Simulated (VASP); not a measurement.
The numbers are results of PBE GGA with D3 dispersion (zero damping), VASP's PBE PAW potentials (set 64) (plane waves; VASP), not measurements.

The input files of a VASP run:

### INCAR
```
SYSTEM=MoSi2
PREC=Accurate; ENCUT=520; LREAL=.FALSE.
LASPH=.TRUE.
EDIFF=1E-7; NELM=100; ALGO=Normal
LMAXMIX=4
ISMEAR=-5
GGA=PE; IVDW=11
ISIF=2
LWAVE=.FALSE.; LCHARG=.TRUE.; LORBIT=11
NEDOS=601
LEFG=.TRUE.
```

**POSCAR**
```
MoSi2
4.5121280
 -0.3534249360   0.3534249360   0.8661303408
  0.3534249360  -0.3534249360   0.8661303408
  0.3534249360   0.3534249360  -0.8661303408
Si Mo
2 1
Cartesian
  0.3534249360   0.3534249360   0.2866232355
 -0.0000000000   0.0000000000   0.5795071053
  0.3534249360   0.3534249360  -0.8661303408
```

File KPOINTS:
```
Regular mesh
0
G
  15 15 15
```

POTCAR, in this order: Si Mo_sv (PBE.64 set). Program: vasp_std.

### Question
What will the output report for the number of irreducible k-points (NKPTS), largest plane-wave count, number of space-group operations, FFT grid (NGX, NGY, NGZ)?

### Answer

```yaml
number of irreducible k-points (NKPTS): 288
largest_plane_wave_count: 1090
number_of_space_group_operations: 16
FFT grid (NGX, NGY, NGZ): 36 × 36 × 36
```

The compound is MoSi2 in the MoSi2 type structure. It was relaxed first.
